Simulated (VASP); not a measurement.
```
CELL_PARAMETERS angstrom
      0.00000     1.79571     1.79571
      1.79571     0.00000     1.79571
      1.79571     1.79571     0.00000
ATOMIC_POSITIONS crystal
  Cu 0.00000 0.00000 0.00000
```

Calculation: optB88-vdW, VASP's PBE PAW potentials (set 64) (plane waves; VASP). Numerical set-up: 520 eV cut-off, 17×17×17 Γ-centred mesh, first-order Methfessel-Paxton smearing of 0.10 eV, potentials Cu.

**Question.** Predict the energy per atom (σ→0), pressure, band gap (on the k-mesh) with the smallest direct gap where there is one.

**Answer.** 
The band gap (on the k-mesh) comes out as none (metal, semimetal or under 0.01 eV) and the energy per atom (σ→0) is -0.730 eV/atom. The pressure comes out as 4.31 GPa.

The absolute energy has meaning only against runs of the same code, potentials and settings.

The compound is Cu in the fcc structure. This cell is one point of a volume scan, at 0.97 of the reference volume.
